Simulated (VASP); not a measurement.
An input for Ansatz (written as the equivalent of a VASP run, and not itself run):

Ansatz 0.2 input:
```yaml
crystal:
  lattice:
    - [-1.8965196, 3.7563336, 5.0291844]
    - [1.8965196, -3.7563336, 5.0291844]
    - [1.8965196, 3.7563336, -5.0291844]
  atoms:
    - { symbol: Rb, position: [0.6943676, 0.1943676, 0.5000000] }
    - { symbol: Rb, position: [0.3056324, 0.8056324, 0.5000000] }
    - { symbol: Pd, position: [0.0000000, 0.0000000, 0.0000000] }
    - { symbol: Se, position: [0.2126713, 0.5000000, 0.7126713] }
    - { symbol: Se, position: [0.7873287, 0.5000000, 0.2873287] }
kpoints:
  mp_grid: { grid: [7, 7, 7] }
hamiltonian:
  xc: pbesol
  pseudopotentials: { kind: paw }
scf:
  occupations: { method: tetrahedron }
  max_iter: 100
output: { forces: true, stress: true, eigenvalues: true }
```

Task: Translate this input to VASP (INCAR, KPOINTS, POSCAR, choice of POTCAR).

Result: One answer among several that fit: 
### INCAR
```
# general
SYSTEM  = Rb2PdSe2
PREC    = Accurate
ENCUT   = 400
LREAL   = .False.
LASPH   = .True.

# electronic loop
EDIFF   = 1E-7
NELM    = 100
ALGO    = Normal
LMAXMIX = 4

# smearing
ISMEAR  = -5

# functional
GGA     = PS

# ions
ISIF    = 2

# output
LWAVE   = .False.
LCHARG  = .True.
LORBIT  = 11
NEDOS   = 601

# other
LEFG    = .True.
```

**KPOINTS**
```
Automatic mesh
0
Gamma
7 7 7
0 0 0
```

POSCAR:
```
Rb2PdSe2
1
   -1.8965195525     3.7563336221     5.0291844380
    1.8965195525    -3.7563336221     5.0291844380
    1.8965195525     3.7563336221    -5.0291844380
Rb Pd Se
2 1 2
Direct
  0.6943675793   0.1943675793   0.5000000000
  0.3056324207   0.8056324207   0.5000000000
  0.0000000000   0.0000000000   0.0000000000
  0.2126712993   0.5000000000   0.7126712993
  0.7873287007   0.5000000000   0.2873287007
```

POTCAR, in this order: Rb_sv Pd Se (PBE.64 set). Program: vasp_std.

The two are equivalent in intent, not identical: each code has its own PAW files, so the cut-off isn't converted (ENCUT is set for VASP's; basis.ecutwfc is left out, and Ansatz then takes the one that its files recommend); Ansatz stops its SCF on the density residual and VASP on the energy change (EDIFF); the field gradients of LEFG aren't asked of the other code.

The structure comes from a computed database's Rb2PdSe2 entry (Immm); how it stands against other phases isn't given here. It was relaxed first.
